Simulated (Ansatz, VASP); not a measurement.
## Li4TeO5 (Li4TeO5 (P-1)) in two plane-wave programs

Wanted: the spread between two codes on one cell, functional and k mesh. The cell is taken from a series of runs on this material, whose earlier steps may have relaxed, scaled, displaced or heated it; both programs get it as it stands.

Main program and level: Ansatz 0.2.0; plane waves, with VASP 6.6.1 beside it; single point at PBEsol.

## (1) Starting point

The cell holds 160 atoms: 64 Li, 16 Te and 80 O. Cell: a = 10.221 Å, b = 10.342 Å, c = 15.526 Å, α = 107.7°, β = 102.0°, γ = 101.7°.

## (2) Ansatz: single point, PBEsol

Ansatz runs on its default PAW (the set named soft_2) files.

A single point gives forces, pressure and levels at one fixed geometry, so differences don't come from the geometry; what else differs is listed under the comparison.

input.yaml

```yaml
crystal:
  lattice:
    - [10.2209602822, -0.0012269107, -0.0003648986]
    - [-2.0915641107, 10.12863549, 0.0041404348]
    - [-3.2349738241, -5.4902455656, 14.1582282498]
  atoms:
    - { symbol: Li, position: [0.2119536706, 0.4015763603, 0.1589784746] }
    - { symbol: Li, position: [0.2880463295, 0.0984236397, 0.3410215254] }
    - { symbol: Li, position: [0.0, 0.0, 0.25] }
    - { symbol: Li, position: [0.25, 0.0, 0.0] }
    - { symbol: Li, position: [0.1137715204, 0.1965537506, 0.4438115146] }
    - { symbol: Li, position: [0.3862284796, 0.3034462494, 0.0561884854] }
    - { symbol: Li, position: [0.1479828158, 0.3067443732, 0.3020091926] }
    - { symbol: Li, position: [0.3520171842, 0.1932556268, 0.1979908074] }
    - { symbol: Te, position: [0.44554753, 0.3945584032, 0.3939558063] }
    - { symbol: Te, position: [0.05445247, 0.1054415968, 0.1060441937] }
    - { symbol: O, position: [0.2873422851, 0.3045785825, 0.4235426634] }
    - { symbol: O, position: [0.2126577149, 0.1954214175, 0.0764573366] }
    - { symbol: O, position: [0.0253199641, 0.281599221, 0.1655034672] }
    - { symbol: O, position: [0.4746800359, 0.218400779, 0.3344965328] }
    - { symbol: O, position: [0.0666531512, 0.4148653883, 0.022236088] }
    - { symbol: O, position: [0.4333468488, 0.0851346117, 0.477763912] }
    - { symbol: O, position: [0.109914301, 0.495319717, 0.375198662] }
    - { symbol: O, position: [0.390085699, 0.004680283, 0.124801338] }
    - { symbol: O, position: [0.1686085866, 0.091427727, 0.2142142267] }
    - { symbol: O, position: [0.3313914134, 0.408572273, 0.2857857732] }
    - { symbol: Li, position: [0.2119536706, 0.4015763603, 0.6589784746] }
    - { symbol: Li, position: [0.2880463295, 0.0984236397, 0.8410215254] }
    - { symbol: Li, position: [0.0, 0.0, 0.75] }
    - { symbol: Li, position: [0.25, 0.0, 0.5] }
    - { symbol: Li, position: [0.1137715204, 0.1965537506, 0.9438115146] }
    - { symbol: Li, position: [0.3862284796, 0.3034462494, 0.5561884854] }
    - { symbol: Li, position: [0.1479828158, 0.3067443732, 0.8020091926] }
    - { symbol: Li, position: [0.3520171842, 0.1932556268, 0.6979908074] }
    - { symbol: Te, position: [0.44554753, 0.3945584032, 0.8939558063] }
    - { symbol: Te, position: [0.05445247, 0.1054415968, 0.6060441937] }
[... 124 atom lines left out ...]
    - { symbol: O, position: [0.5666531512, 0.9148653883, 0.522236088] }
    - { symbol: O, position: [0.9333468488, 0.5851346117, 0.977763912] }
    - { symbol: O, position: [0.609914301, 0.995319717, 0.875198662] }
    - { symbol: O, position: [0.890085699, 0.504680283, 0.624801338] }
    - { symbol: O, position: [0.6686085866, 0.591427727, 0.7142142268] }
    - { symbol: O, position: [0.8313914134, 0.908572273, 0.7857857732] }
basis:
  ecutwfc: 420
  xc_grid: 2
hamiltonian:
  xc: pbesol
kpoints:
  mp_grid: { grid: [1, 1, 1] }
scf:
  occupations: { method: fermi_dirac, width: 0.01 }
  max_iter: 80
```

Launch:

```bash
> ansatz run input.yaml --threads 4 --pin off --max-ram 15073MiB --backend cpu --events-out ev --progress --plain --runs-dir out
```

Numbers of over 12 decimals in the logs are rounded to 6 here.

The program printed:

```text
Engine: ansatz 0.2.0, aarch64-unknown-linux-gnu
Pseudopotentials: kind: paw
Pseudopotential: Li, paw, valence charge 3, recommended cutoff 420 eV (normal), Li.paw.azcp
Pseudopotential: Te, paw, valence charge 16, recommended cutoff 420 eV (normal), Te.paw.azcp
Pseudopotential: O, paw, valence charge 6, recommended cutoff 420 eV (normal), O.paw.azcp
Functional definition: PBEsol
  exchange = pbesol_x
  correlation = pbesol_c
Crystal: 160 atoms, lattice volume = 1465.902 Å³
Basis set: ecut = 420 eV, 28641 PW (Γ), exchange–correlation on 144×144×216 points (8 copies of the dense FFT grid, shifted against one another)
Bands: 624, of which v1, the nominal top of the filled ones, is band 464 counted from 1 (463 counted from 0)
Symmetry: 16 space group operations
Space group: P-1 (ITA 2), of the structure as read, at distance tolerance 1.1e-4 Å
k-points: 1
Non-local potential: Li, projectors of the file, l = 0: 3, l = 1: 2, l = 2: 1
Non-local potential: Te, projectors of the file, l = 0: 2, l = 1: 2, l = 2: 2, l = 3: 2
Non-local potential: O, projectors of the file, l = 0: 2, l = 1: 2, l = 2: 1
PAW form: soft (Blöchl's): semilocal exchange-correlation on the pseudo side does not see the compensation charge
PAW frozen core: Te, regenerated for the run's functional, and the local potential with it (the file was generated under x = pbe(κ = 0.804, μ = 0.219515), c = pbe(β = 0.066725))
PAW frozen core: O, regenerated for the run's functional, and the local potential with it (the file was generated under x = pbe(κ = 0.804, μ = 0.219515), c = pbe(β = 0.066725))
PAW one-centre angular grid: Li, 110 points (default); XC on 64 Gauss nodes
PAW one-centre angular grid: Te, 590 points (default); XC on 64 Gauss nodes
PAW one-centre angular grid: O, 110 points (default); XC on 64 Gauss nodes
Initial density: superposition of atomic densities (neutral atoms: chi_scale 0, normalization atom), corrected by the library's trained network
Initial wavefunctions: pseudopotential atomic-orbital guess
Functional: x = pbesol(κ = 0.804, μ = 0.123457), c = pbesol(β = 0.046)
SCF iter   1: F=—  HF=-168369.123520 eV  |F-HF|=—  |Δ(HF+E_count)|=         —  Δρ=1.33e-2  dr2=2.04e0  ethr=1.77e-3  ⟨swp⟩=6.0  Hψ=2634  notcnv=0  defer=90
preconditioner: auto → Resta (q_TF=auto, 2.528 Å⁻¹)  ε∞=3.4  [insulator: Δε(μ)=2.927 eV  Ē_g=15.778 eV  σ=0.010 eV  W_gap=1.00  n_scr=402 (ndim 8)  ℏωp=24.5 eV  f_vac=0.000  D(μ)=0.00/eV (n_scr^D=0)  ε∞_Penn≈3.4]
SCF iter   2: F=—  HF=-168368.538803 eV  |F-HF|=—  |Δ(HF+E_count)|=   5.85e-1  Δρ=4.45e-3  dr2=2.84e-1  ethr=2.19e-4  ⟨swp⟩=2.0  Hψ=870  notcnv=0  defer=154
SCF iter   3: F=—  HF=-168368.461411 eV  |F-HF|=—  |Δ(HF+E_count)|=   7.74e-2  Δρ=8.59e-4  dr2=9.26e-3  ethr=3.06e-5  ⟨swp⟩=3.0  Hψ=800  notcnv=0  defer=68
automatic band count: iteration 3 solves 538 bands in place of 624: the levels show a gap, and the empty bands left out lie too high to hold charge; the band table lists the bands solved (type scf.n_extra_bands for more)
SCF iter   4: F=—  HF=-168368.460725 eV  |F-HF|=—  |Δ(HF+E_count)|=   6.86e-4  Δρ=1.65e-4  dr2=5.66e-4  ethr=9.98e-7  ⟨swp⟩=2.0  Hψ=715  notcnv=0  defer=68
SCF iter   5: F=—  HF=-168368.462518 eV  |F-HF|=—  |Δ(HF+E_count)|=   1.79e-3  Δρ=4.23e-5  dr2=3.20e-5  ethr=6.09e-8  ⟨swp⟩=2.0  Hψ=870  notcnv=0  defer=68
SCF iter   6: F=—  HF=-168368.462522 eV  |F-HF|=—  |Δ(HF+E_count)|=   4.04e-6  Δρ=8.62e-6  dr2=1.28e-6  ethr=3.44e-9  ⟨swp⟩=2.0  Hψ=700  notcnv=0  defer=68
SCF iter   7: F=-168368.462522 eV  HF=-168368.462522 eV  |F-HF|=1.64e-8  |Δ(HF+E_count)|=   8.97e-8  Δρ=2.12e-6  dr2=6.39e-8  ethr=1.08e-10  ⟨swp⟩=3.0  Hψ=1322  notcnv=0
SCF 1 converged in 7 iterations: F = -168368.462522 eV  dr2 = 6.39e-8
  greatest PAW one-centre occupation: 1.000 electrons in one spin orbital (limit 2), on the Li atom at site 143 (counted from 0), in its partial waves of l = 0
SCF converged after 7 iterations
Free energy (F): -168368.462522 eV
Harris-Foulkes:  -168368.462522 eV  (|F-HF|=1.64e-8)
Internal energy: -168368.462522 eV  (E = F + TS)
E sigma→0 (E₀):  -168368.462522 eV
Fermi energy:    7.522417 eV
--- Per-component energies (eV) ---
  E_band       = -9670.333630
  E_kinetic    = 18485.752072
  E_local      = -57294.857665  (includes V_loc(G=0)·N_el)
  E_nonlocal   = -3149.086968
  E_hartree    = 26122.911228
  E_xc         = -8556.697433
  E_vxc        = -10134.843772  (∫ρ·V_xc dr)
  E_paw        = -86891.464647  (= ΣΔE_a)
  E_vpaw       = -9823.279331  (= ΣTr[D̂ρ^β])
  E_aug_tail   = 0.193068  (compensation charges beyond the density's cutoff)
  E_ewald      = -57094.032254
  E_core_change = 8.820076  (= ΣΔE_core)
  E_smearing   = -0.000000  (= −TS)
  E_closure    = 0.000000  (closes the sum)
  Σ components = -168368.462522   (vs F -168368.462522, Δ=0.00e0)
```

Reading the cycles: dr2 is the Hartree energy of the density residual (eV), the measure of convergence; HF is the Harris–Foulkes estimate of the energy, which meets the free energy F at convergence.

## (3) VASP: single point, PBEsol

The same cell, functional, mesh and smearing now go to VASP, with its own data sets.

Lines of VASP's logs that name or quote its potential files are left out, and so is its time.

INCAR

```
SYSTEM = Li4TeO5
PREC = Accurate
ENCUT = 650
EDIFF = 1E-06
NELM = 120
ISMEAR = -1
SIGMA = 0.01
LREAL = Auto
ALGO = Normal
GGA = PS
NBANDS = 496
LORBIT = 11
LWAVE = .FALSE.
LCHARG = .FALSE.
ISIF = 2
LASPH = .TRUE.
GGA_COMPAT = .FALSE.
EFERMI = MIDGAP
```

POSCAR

```
Li4TeO5
1.0
   10.2209602822     -0.0012269107     -0.0003648986
   -2.0915641107     10.1286354900      0.0041404348
   -3.2349738241     -5.4902455656     14.1582282498
Li Te O
64 16 80
Direct
    0.2119536706      0.4015763603      0.1589784746
    0.2880463295      0.0984236397      0.3410215254
    0.0000000000      0.0000000000      0.2500000000
    0.2500000000      0.0000000000      0.0000000000
    0.1137715204      0.1965537506      0.4438115146
    0.3862284796      0.3034462494      0.0561884854
    0.1479828158      0.3067443732      0.3020091926
    0.3520171842      0.1932556268      0.1979908074
    0.2119536706      0.4015763603      0.6589784746
    0.2880463295      0.0984236397      0.8410215254
    0.0000000000      0.0000000000      0.7500000000
    0.2500000000      0.0000000000      0.5000000000
    0.1137715204      0.1965537506      0.9438115146
    0.3862284796      0.3034462494      0.5561884854
    0.1479828158      0.3067443732      0.8020091926
    0.3520171842      0.1932556268      0.6979908074
    0.2119536706      0.9015763603      0.1589784746
    0.2880463295      0.5984236397      0.3410215254
    0.0000000000      0.5000000000      0.2500000000
    0.2500000000      0.5000000000      0.0000000000
    0.1137715204      0.6965537506      0.4438115146
    0.3862284796      0.8034462494      0.0561884854
    0.1479828158      0.8067443732      0.3020091926
    0.3520171842      0.6932556268      0.1979908074
    0.2119536706      0.9015763603      0.6589784746
    0.2880463295      0.5984236397      0.8410215254
    0.0000000000      0.5000000000      0.7500000000
    0.2500000000      0.5000000000      0.5000000000
    0.1137715204      0.6965537506      0.9438115146
    0.3862284796      0.8034462494      0.5561884854
[... 124 atom lines left out ...]
    0.5666531512      0.9148653883      0.5222360880
    0.9333468488      0.5851346117      0.9777639120
    0.6099143010      0.9953197170      0.8751986620
    0.8900856990      0.5046802830      0.6248013380
    0.6686085866      0.5914277270      0.7142142268
    0.8313914134      0.9085722730      0.7857857732
```

KPOINTS

```
Automatic mesh
0
Gamma
1 1 1
0 0 0
```

The projector-augmented-wave data sets are Li_sv, Te and O (PBE family, release 64).

Launch:

```bash
> export OMP_NUM_THREADS=3
> mpirun -np 1 vasp_gam
```

The program printed:

```text
[banner, memory and clock lines left out]
running    1 mpi-ranks, on    1 nodes
[...]
Offloading initialized ...    1 GPUs detected
[...]
|                                                                             |
|               ----> ADVICE to this user running VASP <----                  |
|                                                                             |
|     You enforced a specific xc type in the INCAR file but a different       |
|     [... a line on the potential file left out ...]
|     I HOPE YOU KNOW WHAT YOU ARE DOING!                                     |
|                                                                             |

 LDA part: xc-table for (Slater+PW92), standard interpolation
 POSCAR, INCAR and KPOINTS ok, starting setup
[...]
entering main loop
       N       E                     dE             d eps       ncg     rms          rms(c)
DAV:   1     0.113762186968E+05    0.11376E+05   -0.47479E+05  1016   0.204E+03
DAV:   2     0.398733308540E+03   -0.10977E+05   -0.10336E+05  1264   0.546E+02
DAV:   3    -0.887088985829E+03   -0.12858E+04   -0.12690E+04  1256   0.186E+02
DAV:   4    -0.100433929145E+04   -0.11725E+03   -0.11654E+03  1632   0.449E+01
[...]
DAV:  16    -0.890111609082E+03    0.67357E-06   -0.17154E-05  1368   0.590E-03    0.343E-02
DAV:  17    -0.890111610459E+03   -0.13766E-05   -0.28957E-06   848   0.314E-03    0.203E-02
DAV:  18    -0.890111610975E+03   -0.51592E-06   -0.51395E-06   968   0.437E-03
   1 F= -.89011161E+03 E0= -.89011161E+03  d E =0.000000E+00
```

From OUTCAR (step 3):

```text
  Total        0.1289638     -0.9502083     -2.0025001      0.4879175     -0.3055099     -0.0067093
  in kB        0.1409528     -1.0385431     -2.1886599      0.5332761     -0.3339112     -0.0073330
  external PRESSURE =      -1.0287501 kB  Pullay stress =       0.0000000 kB

  FREE ENERGIE OF THE ION-ELECTRON SYSTEM (eV)
  ---------------------------------------------------
  free  energy   TOTEN  =      -890.1116109750 eV

  energy  without entropy=     -890.1116109750  energy(sigma->0) =     -890.11161097

[... 2 further parts left out ...]
[key lines of the parts left out:]
E-fermi :   4.8537
```

The run ends at a pressure of -0.10 GPa, with forces up to 0.081 eV/Å.

## (4) Comparison

Known differences besides the potentials themselves: the data sets hold 928 valence electrons in Ansatz (on its default PAW (the set named soft_2) files) and 768 in VASP; the cutoff is 420 eV in Ansatz and 650 eV in VASP (PREC = Accurate, projectors in real space); Ansatz makes its cores anew for this functional, VASP keeps those of its PBE data sets. Total energies have different zeros and are not compared.

Compared:

```csv
quantity,Ansatz,VASP,difference
gap on the k mesh (eV),2.989,2.955,+0.034
```

A gap on the mesh is an upper bound, since the band edges may lie between its points.

## (5) Results

```yaml
difference_in_gap_on_the_k_mesh_single_point_pbesol: 0.034 eV
```

What this shows: The difference in gap on the k mesh is 0.034 eV (single point, PBEsol), within the 0.08 eV picked in this series as the mark of a large difference. The data sets hold unlike numbers of valence electrons (928 in Ansatz and 768 in VASP), so part of the differences comes from the potentials. Such differences can come from data sets, numerical settings and the points named under the comparisons, not from the functional's error against experiment.

[Lines on the potential files, build, host, timing and source positions are cut from VASP's logs without a mark.]

[Logs are printed without paths, hosts, clocks, repeated set-up lines and the standing remarks that a program may print on its own settings, such as how far it seeks lower states.]

[Hosts, paths, dates, database ids (printed as entryN), source tags and the programs' standing remarks are cut or masked in the printed files.]
